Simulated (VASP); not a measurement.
Level of theory: G0W0 on PBE orbitals, VASP's PBE PAW potentials (set 64) (plane waves; VASP).

VASP input:

**KPOINTS**
```
Automatic mesh
0
Gamma
6 6 6
0 0 0
```

File POSCAR:
```
CsCl
4.120
  1.0000000000   0.0000000000   0.0000000000
  0.0000000000   1.0000000000   0.0000000000
  0.0000000000   0.0000000000   1.0000000000
Cs Cl
1 1
Direct
  0.0000000000   0.0000000000   0.0000000000
  0.5000000000   0.5000000000   0.5000000000
```

### INCAR
```
! general
SYSTEM       =  CsCl
PREC         =  Normal
ENCUT        =  500
LREAL        =  .FALSE.
LASPH        =  .TRUE.
NBANDS       =  128

! electronic loop
ALGO         =  EVGW0

! smearing
ISMEAR       =  0
SIGMA        =  0.01

! functional
GGA          =  PE

! output
LWAVE        =  .TRUE.
LCHARG       =  .FALSE.

! other
ENCUTGW      =  180
NELMGW       =  1
NOMEGA       =  64
NBANDSGW     =  18
LSPECTRALGW  =  .TRUE.
```

POTCAR, in this order: Cs_sv_GW Cl_GW (PBE.64 set). Program: vasp_std. Read from the step before: W*.

Output of the run:

OUTCAR:
```
 ion  position               nearest neighbor table
   1  0.000  0.000  0.000-
   2  0.500  0.500  0.500-
  LATTYP: Found a simple cubic cell.
 ALAT       =     4.1200000000
 Subroutine PRICEL returns:
 Original cell was already a primitive cell.
 Subroutine GETGRP returns: Found 48 space group operations
The static configuration has the point symmetry O_h .
The dynamic configuration has the point symmetry O_h .
 Subroutine INISYM returns: Found 48 space group operations
 Subroutine IBZKPT returns following result:
 Found     20 irreducible k-points:

 Following reciprocal coordinates:
            Coordinates               Weight
  0.000000  0.000000  0.000000      1.000000
  0.166667  0.000000  0.000000      6.000000
  0.333333  0.000000  0.000000      6.000000
  0.500000  0.000000  0.000000      3.000000
  0.166667  0.166667  0.000000     12.000000
  0.333333  0.166667  0.000000     24.000000
  0.500000  0.166667  0.000000     12.000000
  0.333333  0.333333  0.000000     12.000000
  0.500000  0.333333  0.000000     12.000000
  0.500000  0.500000  0.000000      3.000000
  0.166667  0.166667  0.166667      8.000000
  0.333333  0.166667  0.166667     24.000000
  0.500000  0.166667  0.166667     12.000000
  0.333333  0.333333  0.166667     24.000000
  0.500000  0.333333  0.166667     24.000000
  0.500000  0.500000  0.166667      6.000000
  0.333333  0.333333  0.333333      8.000000
  0.500000  0.333333  0.333333     12.000000
  0.500000  0.500000  0.333333      6.000000
  0.500000  0.500000  0.500000      1.000000
 Subroutine IBZKPT_HF returns following result:
   k-points           NKPTS =     20   k-points in BZ     NKDIM =    216   number of bands    NBANDS=    128
   number of dos      NEDOS =    301   number of ions     NIONS =      2
   total plane-waves  NPLWV =  13824
...
```

### OSZICAR
```
energies w=
    0.000    0.000    0.552    0.000    1.104    0.000    1.652    0.000
    2.197    0.000    2.738    0.000    3.273    0.000    3.801    0.000
    4.323    0.000    4.839    0.000    5.347    0.000    5.848    0.000
    6.342    0.000    6.829    0.000    7.310    0.000    7.786    0.000
    8.257    0.000    8.723    0.000    9.186    0.000    9.647    0.000
   10.105    0.000   10.563    0.000   11.022    0.000   11.481    0.000
   11.943    0.000   12.409    0.000   12.879    0.000   13.357    0.000
   13.841    0.000   14.335    0.000   14.840    0.000   15.359    0.000
   15.892    0.000   16.442    0.000   17.012    0.000   17.605    0.000
   18.223    0.000   18.872    0.000   19.553    0.000   20.273    0.000
   21.037    0.000   21.851    0.000   22.722    0.000   23.660    0.000
   24.675    0.000   25.780    0.000   26.990    0.000   28.323    0.000
   29.803    0.000   31.458    0.000   33.325    0.000   35.451    0.000
   37.895    0.000   40.740    0.000   44.094    0.000   48.110    0.000
   53.005    0.000   59.104    0.000   66.909    0.000   77.241    0.000
   91.546    0.000  112.629    0.000  146.723    0.000  211.080    0.000
NQ=   1    0.0000    0.0000    0.0000,
 performed        506000 updates of chi_q(r,r)
NQ=   2    0.1667    0.0000    0.0000,
 performed       1381000 updates of chi_q(r,r)
NQ=   3    0.3333    0.0000    0.0000,
 performed       2256000 updates of chi_q(r,r)
NQ=   4    0.5000    0.0000    0.0000,
 performed       2919000 updates of chi_q(r,r)
NQ=   5    0.1667    0.1667    0.0000,
 performed       4034000 updates of chi_q(r,r)
NQ=   6    0.3333    0.1667    0.0000,
 performed       5186000 updates of chi_q(r,r)
NQ=   7    0.5000    0.1667    0.0000,
 performed       6301000 updates of chi_q(r,r)
NQ=   8    0.3333    0.3333    0.0000,
 performed       7416000 updates of chi_q(r,r)
NQ=   9    0.5000    0.3333    0.0000,
 performed       8531000 updates of chi_q(r,r)
NQ=  10    0.5000    0.5000    0.0000,
 performed       9185000 updates of chi_q(r,r)
NQ=  11    0.1667    0.1667    0.1667,
 performed      10060000 updates of chi_q(r,r)
NQ=  12    0.3333    0.1667    0.1667,
 performed      11377000 updates of chi_q(r,r)
NQ=  13    0.5000    0.1667    0.1667,
 performed      12436000 updates of chi_q(r,r)
NQ=  14    0.3333    0.3333    0.1667,
 performed      13846000 updates of chi_q(r,r)
NQ=  15    0.5000    0.3333    0.1667,
 performed      15237000 updates of chi_q(r,r)
NQ=  16    0.5000    0.5000    0.1667,
 performed      16094000 updates of chi_q(r,r)
NQ=  17    0.3333    0.3333    0.3333,
 performed      16969000 updates of chi_q(r,r)
NQ=  18    0.5000    0.3333    0.3333,
 performed      18028000 updates of chi_q(r,r)
NQ=  19    0.5000    0.5000    0.3333,
 performed      18885000 updates of chi_q(r,r)
NQ=  20    0.5000    0.5000    0.5000,
 performed      19391000 updates of chi_q(r,r)
 resolving degeneracies of screened two electron integrals
```

**OUTCAR**
```


 k-point   1 :       0.0000    0.0000    0.0000
  band No.  KS-energies  QP-energies   sigma(KS)   V_xc(KS)     V^pw_x(r,r')   Z            occupation Imag(sigma)

      1     -18.8689     -19.7805     -15.5230     -14.2537     -22.7714       0.7182       2.0000       1.1971
      2     -11.6942     -12.6485     -16.7689     -15.2174     -24.3328       0.6151       2.0000       0.9091
      3      -5.3587      -7.2942     -15.4303     -13.0378     -17.5561       0.8090       2.0000       0.0643
      4      -5.3587      -7.2942     -15.4303     -13.0378     -17.5561       0.8090       2.0000       0.0643
      5      -5.3587      -7.2942     -15.4303     -13.0378     -17.5561       0.8090       2.0000       0.0643
      6       0.4866      -1.0574     -16.1584     -14.1863     -18.4766       0.7829       2.0000       0.0633
      7       0.4866      -1.0574     -16.1584     -14.1863     -18.4766       0.7829       2.0000       0.0633
      8       0.4866      -1.0574     -16.1584     -14.1863     -18.4766       0.7829       2.0000       0.0633
      9       5.7689       6.5301      -6.8307      -7.7233      -3.6335       0.8528       0.0000      -0.0472
     10       5.8902       6.7806      -6.5240      -7.5688      -3.4856       0.8522       0.0000      -0.0470
     11       5.8902       6.7806      -6.5240      -7.5688      -3.4856       0.8522       0.0000      -0.0470
     12      10.5264      12.0927      -7.9562      -9.8390      -4.5049       0.8319       0.0000      -0.0643
     13      10.5264      12.0927      -7.9562      -9.8390      -4.5049       0.8319       0.0000      -0.0643
     14      10.5264      12.0927      -7.9562      -9.8390      -4.5049       0.8319       0.0000      -0.0643
     15      13.6279      14.9468      -7.4825      -9.0965      -3.7460       0.8172       0.0000      -0.1116
     16      13.6279      14.9468      -7.4825      -9.0965      -3.7460       0.8172       0.0000      -0.1116
     17      14.3178      16.3396      -6.5234      -9.0350      -1.9059       0.8050       0.0000      -0.1352
     18      14.3178      16.3396      -6.5234      -9.0350      -1.9059       0.8050       0.0000      -0.1352

 k-point   2 :       0.1667    0.0000    0.0000
  band No.  KS-energies  QP-energies   sigma(KS)   V_xc(KS)     V^pw_x(r,r')   Z            occupation Imag(sigma)

      1     -18.8484     -19.7575     -15.5414     -14.2741     -22.7784       0.7173       2.0000       1.1859
      2     -11.7043     -12.6563     -16.7444     -15.1900     -24.3072       0.6125       2.0000       0.9047
      3      -5.5069      -7.4530     -15.3284     -12.9186     -17.4718       0.8076       2.0000       0.0658
      4      -5.3240      -7.2564     -15.4564     -13.0726     -17.5664       0.8106       2.0000       0.0627
      5      -5.3240      -7.2564     -15.4564     -13.0726     -17.5664       0.8106       2.0000       0.0627
      6       0.1403      -1.4478     -15.6127     -13.5797     -17.9197       0.7811       2.0000       0.0658
      7       0.4304      -1.1248     -16.0870     -14.0991     -18.4163       0.7824       2.0000       0.0640
      8       0.4304      -1.1248     -16.0870     -14.0991     -18.4163       0.7824       2.0000       0.0640
      9       6.0727       6.9825      -6.5402      -7.6095      -3.4698       0.8509       0.0000      -0.0479
     10       6.3634       7.2152      -7.2746      -8.2808      -4.1088       0.8466       0.0000      -0.0483
     11       6.5647       7.4810      -6.7780      -7.8575      -3.6351       0.8488       0.0000      -0.0496
     12      10.2932      11.7901      -7.8638      -9.6645      -4.3982       0.8313       0.0000      -0.0650
     13      10.2932      11.7901      -7.8638      -9.6645      -4.3982       0.8313       0.0000      -0.0650
     14      10.6817      12.2639      -7.9726      -9.8793      -4.4861       0.8298       0.0000      -0.0665
     15      11.9042      13.1402      -6.7206      -8.2225      -2.9672       0.8230       0.0000      -0.0814
     16      13.8338      15.2856      -7.5979      -9.3892      -3.6297       0.8105       0.0000      -0.1255
     17      13.9186      15.5950      -7.5812      -9.6684      -3.3154       0.8032       0.0000      -0.1281
     18      13.9186      15.5950      -7.5812      -9.6684      -3.3154       0.8032       0.0000      -0.1281

 k-point   3 :       0.3333    0.0000    0.0000
  band No.  KS-energies  QP-energies   sigma(KS)   V_xc(KS)     V^pw_x(r,r')   Z            occupation Imag(sigma)

      1     -18.8069     -19.7132     -15.5796     -14.3161     -22.7932       0.7173       2.0000       1.1628
      2     -11.7275     -12.6800     -16.6874     -15.1259     -24.2465       0.6100       2.0000       0.8963
      3      -5.7715      -7.7431     -15.1908     -12.7518     -17.3757       0.8084       2.0000       0.0691
      4      -5.2522      -7.1766     -15.5125     -13.1468     -17.5887       0.8134       2.0000       0.0594
      5      -5.2522      -7.1766     -15.5125     -13.1468     -17.5887       0.8134       2.0000       0.0594
      6      -0.4319      -2.1079     -14.9474     -12.7963     -17.3111       0.7791       2.0000       0.0732
      7       0.3133      -1.2624     -15.9335     -13.9137     -18.2853       0.7801       2.0000       0.0655
      8       0.3133      -1.2624     -15.9335     -13.9137     -18.2853       0.7801       2.0000       0.0655
      9       6.5525       7.5236      -6.6014      -7.7463      -3.4409       0.8482       0.0000      -0.0505
     10       7.4835       8.5040      -7.9083      -9.1285      -4.6654       0.8363       0.0000      -0.0539
     11       8.2614       9.2290      -7.1645      -8.3154      -3.8298       0.8407       0.0000      -0.0581
     12      10.0514      11.4840      -7.9343      -9.6634      -4.4527       0.8285       0.0000      -0.0667
     13      10.0514      11.4840      -7.9343      -9.6634      -4.4527       0.8285       0.0000      -0.0667
     14      10.2428      11.2901      -6.4488      -7.6997      -2.9319       0.8372       0.0000      -0.0652
     15      11.0828      12.7131      -8.0281     -10.0017      -4.4494       0.8261       0.0000      -0.0728
     16      12.6820      14.1517      -7.4730      -9.2759      -3.5458       0.8152       0.0000      -0.0900
     17      12.6820      14.1517      -7.4730      -9.2759      -3.5458       0.8152       0.0000      -0.0900
     18      13.2356      14.7357      -7.2770      -9.1448      -3.0448       0.8031       0.0000      -0.1228

 k-point   4 :       0.5000    0.0000    0.0000
  band No.  KS-energies  QP-energies   sigma(KS)   V_xc(KS)     V^pw_x(r,r')   Z            occupation Imag(sigma)

      1     -18.7858     -19.6921     -15.5994     -14.3379     -22.8009       0.7184       2.0000       1.1511
      2     -11.7407     -12.6949     -16.6548     -15.0890     -24.2111       0.6094       2.0000       0.8921
      3      -5.8900      -7.8674     -15.1485     -12.6978     -17.3562       0.8068       2.0000       0.0708
      4      -5.2151      -7.1354     -15.5426     -13.1865     -17.6009       0.8150       2.0000       0.0578
      5      -5.2151      -7.1354     -15.5426     -13.1865     -17.6009       0.8150       2.0000       0.0578
      6      -0.6795      -2.3973     -14.7165     -12.5105     -17.1232       0.7787       2.0000       0.0775
      7       0.2523      -1.3339     -15.8516     -13.8154     -18.2151       0.7790       2.0000       0.0663
      8       0.2523      -1.3339     -15.8516     -13.8154     -18.2151       0.7790       2.0000       0.0663
      9       6.9160       7.9508      -6.6807      -7.9042      -3.4399       0.8458       0.0000      -0.0532
     10       8.1181       9.2418      -8.2320      -9.5856      -4.9222       0.8301       0.0000      -0.0586
     11       9.3758      10.2793      -7.3394      -8.4216      -3.8774       0.8348       0.0000      -0.0648
     12       9.4733      10.4175      -6.3113      -7.4306      -2.9248       0.8436       0.0000      -0.0585
     13      10.0210      11.4465      -8.0789      -9.8035      -4.5814       0.8265       0.0000      -0.0685
     14      10.0210      11.4465      -8.0789      -9.8035      -4.5814       0.8265       0.0000      -0.0685
     15      11.3759      13.0435      -8.0902     -10.1195      -4.4415       0.8218       0.0000      -0.0785
     16      12.1522      13.5629      -7.3017      -9.0155      -3.4998       0.8232       0.0000      -0.0786
     17      12.1522      13.5629      -7.3017      -9.0155      -3.4998       0.8232       0.0000      -0.0786
     18      13.6125      15.5136      -6.7987      -9.1468      -2.3693       0.8097       0.0000      -0.1182

 k-point   5 :       0.1667    0.1667    0.0000
  band No.  KS-energies  QP-energies   sigma(KS)   V_xc(KS)     V^pw_x(r,r')   Z            occupation Imag(sigma)

      1     -18.8287     -19.7363     -15.5590     -14.2936     -22.7856       0.7172       2.0000       1.1761
      2     -11.7041     -12.6574     -16.7382     -15.1820     -24.2993       0.6126       2.0000       0.9011
      3      -5.5711      -7.5329     -15.2453     -12.8097     -17.4165       0.8055       2.0000       0.0693
      4      -5.4225      -7.3557     -15.4126     -13.0288     -17.5181       0.8110       2.0000       0.0616
      5      -5.2923      -7.2206     -15.4813     -13.1049     -17.5782       0.8115       2.0000       0.0614
      6      -0.0094      -1.6265     -15.4433     -13.3695     -17.7851       0.7798       2.0000       0.0683
      7       0.3472      -1.2175     -15.9833     -13.9850     -18.2984       0.7830       2.0000       0.0640
      8       0.3990      -1.1632     -16.0501     -14.0524     -18.3881       0.7820       2.0000       0.0644
      9       6.4146       7.3612      -6.8019      -7.9181      -3.6942       0.8481       0.0000      -0.0490
     10       6.8451       7.7019      -7.2070      -8.2198      -3.9642       0.8460       0.0000      -0.0503
     11       6.9176       7.9138      -6.9107      -8.0886      -3.7592       0.8458       0.0000      -0.0513
     12       9.7845      11.2004      -7.6163      -9.3094      -4.2260       0.8363       0.0000      -0.0602
     13       9.8887      11.2358      -7.6910      -9.3120      -4.2214       0.8310       0.0000      -0.0650
     14      10.9230      12.5182      -8.1705     -10.1079      -4.5815       0.8234       0.0000      -0.0742
     15      12.3186      13.6828      -7.1603      -8.8291      -3.3247       0.8174       0.0000      -0.0890
     16      12.9312      14.3291      -6.9828      -8.7002      -3.0312       0.8140       0.0000      -0.1010
     17      13.0169      14.4748      -7.5012      -9.2929      -3.5757       0.8137       0.0000      -0.0965
...
```
(Selected blocks of OUTCAR.)

The mesh is coarse and the basis finite, so the quasiparticle values are not converged.

The compound is CsCl in the CsCl type structure. The cell was not relaxed at this level.
